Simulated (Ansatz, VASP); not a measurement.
# Hf (Hf strained to the junction's net): VASP beside Ansatz

Wanted: the spread between two codes on one cell, functional and k mesh. The structure shown is the end of the Ansatz relaxation below.

Program: Ansatz 0.2.0. Level of theory: plane waves, with VASP 6.6.1 beside it; single point at PBE. Results are calculated unless marked as measured.

**1. The structure**

It takes space group P6_3/mmc (No. 194, hexagonal). The conventional cell has a = 3.290 Å, b = 3.290 Å, c = 4.982 Å, α = 90.00°, β = 90.00°, γ = 120.00°. Hf has 12 Hf at 3.13 to 3.29 Å nearest.

**2. Ansatz: relaxation, PBE**

Ansatz runs on its default PAW (the set named soft_2) files.

This run makes the geometry at which the two programs are then compared.

input.yaml reads:

```yaml
crystal:
  lattice:
    - [3.29, 0.0, 0.0]
    - [-1.645, 2.8492235785, 0.0]
    - [0.0, 0.0, 4.950578125]
  atoms:
    - { symbol: Hf, position: [0.0, 0.0, 0.0] }
    - { symbol: Hf, position: [0.3333333333, 0.6666666667, 0.5] }
kpoints:
  mp_grid: { grid: [12, 12, 6] }
scf:
  occupations: { method: fermi_dirac, width: 0.1 }
  max_iter: 150
hamiltonian:
  xc: pbe
relax:
  f_tol: 0.01
  max_steps: 40
  cell: { fix: [a, b, angles] }
```

The run is started by

```sh
$ ansatz run input.yaml --threads 4 --pin off --max-ram 10240MiB --backend cpu --events-out ev --progress --plain --runs-dir out
```

Numbers of over 12 decimals in the logs are rounded to 6 here.

Log:

```text
Engine: ansatz 0.2.0, aarch64-unknown-linux-gnu
Pseudopotentials: kind: paw
Pseudopotential: Hf, paw, valence charge 26, recommended cutoff 420 eV (normal), Hf.paw.azcp
Functional definition: PBE
  parameter kappa = 0.804
  parameter beta = 0.066725
  exchange = pbe_x(kappa = kappa, mu = beta*pi^2/3)
  correlation = pbe_c(beta = beta)
Crystal: 2 atoms, lattice volume = 46.406 Å³
Basis set: ecut = 420 eV, 929 PW (Γ), exchange–correlation on 48×48×72 points (8 copies of the dense FFT grid, shifted against one another)
Bands: 32, of which v1, the nominal top of the filled ones, is band 26 counted from 1 (25 counted from 0)
Symmetry: 24 space group operations
Space group: P63/mmc (ITA 194), of the structure as read, at distance tolerance 3.6e-5 Å
k-points: 76 of 864
Non-local potential: Hf, projectors of the file, l = 0: 3, l = 1: 2, l = 2: 2, l = 3: 3
PAW form: soft (Blöchl's): semilocal exchange-correlation on the pseudo side does not see the compensation charge
PAW one-centre angular grid: Hf, 590 points (default); XC on 64 Gauss nodes
Initial density: superposition of atomic densities (neutral atoms: chi_scale 0, normalization atom), corrected by the library's trained network
Initial wavefunctions: pseudopotential atomic-orbital guess
Functional: x = pbe(κ = 0.804, μ = 0.219515), c = pbe(β = 0.066725)
SCF iter   1: F=—  HF=-31442.710199 eV  |F-HF|=—  |Δ(HF+E_count)|=         —  Δρ=3.00e-3  dr2=2.29e-3  ethr=1.77e-3  ⟨swp⟩=4.4  Hψ=7921  notcnv=0
preconditioner: auto → Kerker (q_TF=auto, 2.781 Å⁻¹)  [metal: Δε(μ)=0.042 eV  Ē_g=17.553 eV  σ=0.100 eV  W_gap=0.10  n_scr=22 (ndim 8)  ℏωp=37.8 eV  f_vac=0.000  D(μ)=1.61/eV (n_scr^D=8)]
SCF iter   2: F=—  HF=-31442.710581 eV  |F-HF|=—  |Δ(HF+E_count)|=   3.82e-4  Δρ=1.86e-3  dr2=9.67e-4  ethr=4.41e-6  ⟨swp⟩=2.3  Hψ=4716  notcnv=0
SCF iter   3: F=—  HF=-31442.710753 eV  |F-HF|=—  |Δ(HF+E_count)|=   1.71e-4  Δρ=2.90e-4  dr2=3.86e-5  ethr=1.86e-6  ⟨swp⟩=2.3  Hψ=3291  notcnv=0
SCF iter   4: F=—  HF=-31442.710754 eV  |F-HF|=—  |Δ(HF+E_count)|=   1.22e-6  Δρ=1.41e-4  dr2=5.67e-6  ethr=7.42e-8  ⟨swp⟩=2.0  Hψ=4447  notcnv=0
SCF iter   5: F=—  HF=-31442.710750 eV  |F-HF|=—  |Δ(HF+E_count)|=   4.20e-6  Δρ=4.98e-5  dr2=6.74e-7  ethr=1.09e-8  ⟨swp⟩=2.6  Hψ=4880  notcnv=0
SCF iter   6: F=-31442.710750 eV  HF=-31442.710750 eV  |F-HF|=1.50e-8  |Δ(HF+E_count)|=   3.16e-7  Δρ=1.40e-5  dr2=5.70e-8  ethr=1.92e-10  ⟨swp⟩=5.4  Hψ=10565  notcnv=0
SCF 1 converged in 6 iterations: F = -31442.710750 eV  dr2 = 5.70e-8
  greatest PAW one-centre occupation: 0.998 electrons in one spin orbital (limit 2), on the Hf atom at site 1 (counted from 0), in its partial waves of l = 0
relax step   1: F+E_penalty+E_count = -31442.71075018 eV  Δ(F+E_penalty+E_count) = +0.000e0 eV  max|allowed force component| = 2.405e-16 eV/Å  Δτ_max = 0.0000 Å  P = -2.652 GPa  Ω = 46.406 Å³  fix = [a, b, alpha, beta, gamma]  reactions: a -4.565, b -4.565 GPa  (6 SCF iters, dr2 threshold 1.00e-7 eV, accepted)
[...]
relax step   2: F+E_penalty+E_count = -31442.71108683 eV  Δ(F+E_penalty+E_count) = -3.367e-4 eV  max|allowed force component| = 2.683e-16 eV/Å  Δτ_max = 0.0000 Å  P = -3.767 GPa  Ω = 46.917 Å³  energy of the carried Pulay correction = -1.302e-4 eV  fix = [a, b, alpha, beta, gamma]  reactions: a -5.219, b -5.219 GPa  (5 SCF iters, dr2 threshold 2.00e-7 eV, accepted)
[...]
relax step   3: F+E_penalty+E_count = -31442.71173689 eV  Δ(F+E_penalty+E_count) = -6.501e-4 eV  max|allowed force component| = 2.961e-16 eV/Å  Δτ_max = 0.0000 Å  P = -3.304 GPa  Ω = 46.701 Å³  energy of the carried Pulay correction = -7.523e-5 eV  fix = [a, b, alpha, beta, gamma]  reactions: a -4.948, b -4.948 GPa  (4 SCF iters, dr2 threshold 2.00e-7 eV, accepted)
[...]
relax step   4: F+E_penalty+E_count = -31442.71181052 eV  Δ(F+E_penalty+E_count) = -7.364e-5 eV  max|allowed force component| = 2.961e-16 eV/Å  Δτ_max = 0.0000 Å  P = -3.303 GPa  Ω = 46.701 Å³  fix = [a, b, alpha, beta, gamma]  reactions: a -4.948, b -4.948 GPa  stress off target by 1.37e-2 GPa on what of the cell is left free  SCF on the basis re-selected at this cell (its energy is not comparable with the rows above)  (6 SCF iters)
basis re-selected at this cell: Δ(F+E_penalty+E_count) = -7.364e-5 eV, ΔP = +0.000 GPa vs the last step (what re-selecting the basis moved, of the pressure what is left beyond the Pulay correction that the steps carried, after the strain that the cell walked since its last selection, with what the two solves' SCF thresholds leave and, on support functions, any second-order correction that the steps lacked; it is no m [...]
SCF converged after 6 iterations
Free energy (F): -31442.711811 eV
Harris-Foulkes:  -31442.711811 eV  (|F-HF|=7.28e-12)
Internal energy: -31442.655933 eV  (E = F + TS)
E sigma→0 (E₀):  -31442.683872 eV
Entropy (-TS):   -0.055878 eV (-27.939 meV/atom)
Fermi energy:    18.988128 eV
--- Per-component energies (eV) ---
  E_band       = 19.695728
  E_kinetic    = 845.340008
  E_local      = -10381.596261  (includes V_loc(G=0)·N_el)
  E_nonlocal   = -2489.038761
  E_hartree    = 4865.278232
  E_xc         = -599.158129
  E_vxc        = -530.963320  (∫ρ·V_xc dr)
  E_paw        = -13854.910001  (= ΣΔE_a)
  E_vpaw       = 2845.397498  (= ΣTr[D̂ρ^β])
  E_aug_tail   = -0.000003  (compensation charges beyond the density's cutoff)
  E_ewald      = -9828.571019
  E_smearing   = -0.055878  (= −TS)
  E_closure    = 0.000000  (closes the sum)
  Σ components = -31442.711811   (vs F -31442.711811, Δ=0.00e0)
--- Forces (eV/Å), atoms counted from 1 ---
  atom   1  Hf     0.00000000     0.00000000     0.00000000
  atom   2  Hf     0.00000000    -0.00000000     0.00000000
  max |Σ_I F_I| component: 0.00e0 eV/Å
--- Stress (GPa, compression-positive) ---
       -4.948174       0.000000       0.000000
        0.000000      -4.948174       0.000000
        0.000000       0.000000      -0.013728
  P = ⅓ Tr σ = -3.3034 GPa (-33.034 kbar)
--- Relaxed structure (3 steps of the walk, 3 accepted, 1 SCFs on fresh bases) ---
  F+E_penalty+E_count = -31442.71181052 eV   max|allowed force component| = 2.961e-16 eV/Å   (the final SCF, on the basis selected at the relaxed cell)
  cell:  # Å, volume = 46.7011 Å³
    - [3.290000, 0, 0.0]
    - [-1.645000, 2.849224, 0.0]
    - [0.0, 0.0, 4.982013]
  atoms:
    - { symbol: Hf, position: [9.251858539620026e-18, -5.0885221963063406e-17, 0.0] }
    - { symbol: Hf, position: [0.333333, 0.666667, 0.5] }
```

Reading the cycles: dr2 is the Hartree energy of the density residual (eV), the measure of convergence; HF is the Harris–Foulkes estimate of the energy, which meets the free energy F at convergence.

**3. VASP: single point, PBE**

The same cell, functional, mesh and smearing now go to VASP, with its own data sets.

Lines of VASP's logs that name or quote its potential files are left out, and so is its time.

INCAR reads:

```
SYSTEM = Hf
PREC = Accurate
ENCUT = 500
EDIFF = 1E-06
NELM = 120
ISMEAR = -1
SIGMA = 0.1
LREAL = .FALSE.
ALGO = Normal
GGA = PE
NBANDS = 16
LASPH = .TRUE.
LORBIT = 11
LWAVE = .FALSE.
LCHARG = .FALSE.
ISIF = 2
GGA_COMPAT = .FALSE.
```

POSCAR reads:

```
Hf
1.0
    3.2900000000      0.0000000000      0.0000000000
   -1.6450000000      2.8492235785      0.0000000000
    0.0000000000      0.0000000000      4.9820127380
Hf
2
Direct
    0.0000000000      0.0000000000      0.0000000000
    0.3333333333      0.6666666667      0.5000000000
```

KPOINTS reads:

```
Automatic mesh
0
Gamma
12 12 6
0 0 0
```

PAW data sets: Hf_pv (PBE family, release 64).

The run is started by

```sh
$ mpirun -np 1 vasp_std
```

Log:

```text
[banner, memory and clock lines left out]
running    1 mpi-ranks, on    1 nodes
 distrk:  each k-point on    1 cores,    1 groups
 distr:  one band on    1 cores,    1 groups

 POSCAR found type information on POSCAR Hf
 POSCAR found :  1 types and       2 ions
 LDA part: xc-table for (Slater+PW92), standard interpolation
 POSCAR, INCAR and KPOINTS ok, starting setup
 FFT: planning ... GRIDC
 FFT: planning ... GRID_SOFT
 FFT: planning ... GRID
 WAVECAR not read
 entering main loop
       N       E                     dE             d eps       ncg     rms          rms(c)
DAV:   1     0.479525170606E+02    0.47953E+02   -0.10980E+04  2440   0.114E+03
DAV:   2    -0.188495005335E+02   -0.66802E+02   -0.65279E+02  3256   0.250E+02
DAV:   3    -0.205890979585E+02   -0.17396E+01   -0.17199E+01  3200   0.274E+01
DAV:   4    -0.206041303012E+02   -0.15032E-01   -0.15029E-01  3024   0.314E+00
DAV:   5    -0.206043470826E+02   -0.21678E-03   -0.21676E-03  3168   0.307E-01    0.630E+01
DAV:   6    -0.200375159799E+02    0.56683E+00   -0.55854E-01  2840   0.498E+00    0.373E+01
DAV:   7    -0.198456057278E+02    0.19191E+00   -0.92918E-01  2952   0.615E+00    0.185E+00
DAV:   8    -0.198337738435E+02    0.11832E-01   -0.63287E-02  2792   0.168E+00    0.361E-01
DAV:   9    -0.198338695935E+02   -0.95750E-04   -0.12762E-03  3360   0.268E-01    0.198E-01
DAV:  10    -0.198338524239E+02    0.17170E-04   -0.70673E-05  2888   0.572E-02    0.230E-01
DAV:  11    -0.198338560582E+02   -0.36342E-05   -0.71498E-06  3184   0.206E-02    0.681E-03
DAV:  12    -0.198338560650E+02   -0.68399E-08   -0.42784E-07  1840   0.453E-03
   1 F= -.19833856E+02 E0= -.19805932E+02  d E =-.558474E-01
```

OUTCAR, selected parts (step 3):

```text
ion  position               nearest neighbor table
   1  0.000  0.000  0.000-   2 3.13   2 3.13   2 3.13   2 3.13   2 3.13   2 3.13
   2  0.333  0.667  0.500-   1 3.13   1 3.13   1 3.13   1 3.13   1 3.13   1 3.13

  LATTYP: Found a hexagonal cell.
 ALAT       =     3.2900000000
 C/A-ratio  =     1.5142895860

 Subroutine GETGRP returns: Found 24 space group operations
 (whereof 12 operations were pure point group operations)

The static configuration has the point symmetry D_3h.
 The point group associated with its full space group is D_6h.

 Found     76 irreducible k-points:

   k-points           NKPTS =     76   k-points in BZ     NKDIM =     76   number of bands    NBANDS=     16

   dimension x,y,z NGX =    24 NGY =   24 NGZ =   36
   dimension x,y,z NGXF=    48 NGYF=   48 NGZF=   72

   ENCUT  =  500.0 eV  36.75 Ry    6.06 a.u.   6.00  6.00  9.08*2*pi/ulx,y,z

   NELECT =      20.0000    total number of electrons

 k-points in reciprocal lattice and weights: Automatic mesh
   0.00000000  0.00000000  0.00000000       0.001
   0.08333333  0.00000000  0.00000000       0.007
   0.16666667  0.00000000  0.00000000       0.007
   0.25000000  0.00000000  0.00000000       0.007
   0.33333333 -0.00000000  0.00000000       0.007
   0.41666667 -0.00000000  0.00000000       0.007
   0.50000000  0.00000000  0.00000000       0.003
   0.08333333  0.08333333  0.00000000       0.007
   0.16666667  0.08333333  0.00000000       0.014
[...]
0.33333333  0.25000000  0.50000000       0.014
   0.33333333  0.33333333  0.50000000       0.002

 average (electrostatic) potential at core
       1 -37.8391       2 -37.8391

 E-fermi :   4.6269

 k-point     1 :       0.0000    0.0000    0.0000
  band No.  band energies     occupation
    ...
      4     -25.7557      2.00000
      5     -25.7557      2.00000
      6     -25.7172      2.00000
      7      -2.6044      2.00000
      8       1.1530      2.00000
      9       5.4948      0.00034
     10       5.6955      0.00005
     11       5.6955      0.00005
     12       6.4520      0.00000
     13       6.5799      0.00000
    ...

 k-point     2 :       0.0833    0.0000    0.0000
  band No.  band energies     occupation
    ...
      4     -25.7860      2.00000
      5     -25.7587      2.00000
      6     -25.7262      2.00000
      7      -2.4115      2.00000
      8       1.3345      2.00000
      9       5.2068      0.00604
     10       5.2707      0.00319
     11       5.8753      0.00001
     12       6.3753      0.00000
     13       6.6436      0.00000
    ...

 k-point     3 :       0.1667    0.0000    0.0000
  band No.  band energies     occupation
    ...
      6     -25.7530      2.00000
      7      -1.8577      2.00000
      8       1.8188      2.00000
      9       4.5156      1.50537
     10       4.5835      1.21370
     11       5.9208      0.00000
     12       6.2649      0.00000
     13       6.3325      0.00000
     14       6.4054      0.00000
     15       7.2337      0.00000
    ...

  Total       -1.5625178     -1.5625178     -0.1540511      0.0000000      0.0000000     -0.0000000
  in kB      -53.6053697    -53.6053697     -5.2850382      0.0000000      0.0000000     -0.0000000
  external PRESSURE =     -37.4985926 kB  Pullay stress =       0.0000000 kB

  energy-cutoff  :      500.00
  volume of cell :       46.70
      direct lattice vectors                 reciprocal lattice vectors
     3.290000000  0.000000000  0.000000000     0.303951368  0.175486404  0.000000000
    -1.645000000  2.849223579  0.000000000     0.000000000  0.350972808  0.000000000
     0.000000000  0.000000000  4.982012738     0.000000000  0.000000000  0.200722088

 POSITION                                       TOTAL-FORCE (eV/Angst)
 -----------------------------------------------------------------------------------
      0.00000      0.00000      0.00000         0.000000      0.000000      0.000000
     -0.00000      1.89948      2.49101        -0.000000      0.000000      0.000000
 -----------------------------------------------------------------------------------
    total drift:                                0.000000     -0.000000     -0.000000

  FREE ENERGIE OF THE ION-ELECTRON SYSTEM (eV)
  ---------------------------------------------------
  free  energy   TOTEN  =       -19.8338560650 eV

  energy  without entropy=      -19.7780086217  energy(sigma->0) =      -19.80593234

 total charge
# of ion       s       p       d       tot
------------------------------------------
    1        0.385   6.369   1.498   8.252
    2        0.385   6.369   1.498   8.252
--------------------------------------------------
tot          0.771  12.738   2.995  16.504

[... 3 further parts left out ...]
```

Harder data sets than Hf_pv exist (the GW ones), and pressures, volumes and forces can shift noticeably with them.

**4. Side by side**

Known differences besides the potentials themselves: the data sets hold 52 valence electrons in Ansatz (on its default PAW (the set named soft_2) files) and 20 in VASP; the cutoff is 420 eV in Ansatz and 500 eV in VASP; Ansatz's pressure holds a Pulay correction, VASP's none. Total energies have different zeros and are not compared.

The two programs side by side:

| quantity | Ansatz | VASP | difference |
| --- | --- | --- | --- |
| pressure (GPa) | -3.30 | -3.75 | +0.45 |

**5. Results**

```json
{
 "difference in pressure (single point, PBE)": "0.45 GPa"
}
```

What this shows: The difference in pressure is 0.45 GPa (single point, PBE), within the 1 GPa picked in this series as the mark of a large difference. The data sets hold unlike numbers of valence electrons (52 in Ansatz and 20 in VASP), so part of the differences comes from the potentials. How closely two codes agree says nothing of how well the functional describes the real material.

[Lines on the potential files, build, host, timing and source positions are cut from VASP's logs without a mark.]

[Logs are printed without paths, hosts, clocks, repeated set-up lines and the standing remarks that a program may print on its own settings, such as how far it seeks lower states.]

[Hosts, paths, dates, database ids (printed as entryN), source tags and the programs' standing remarks are cut or masked in the printed files.]
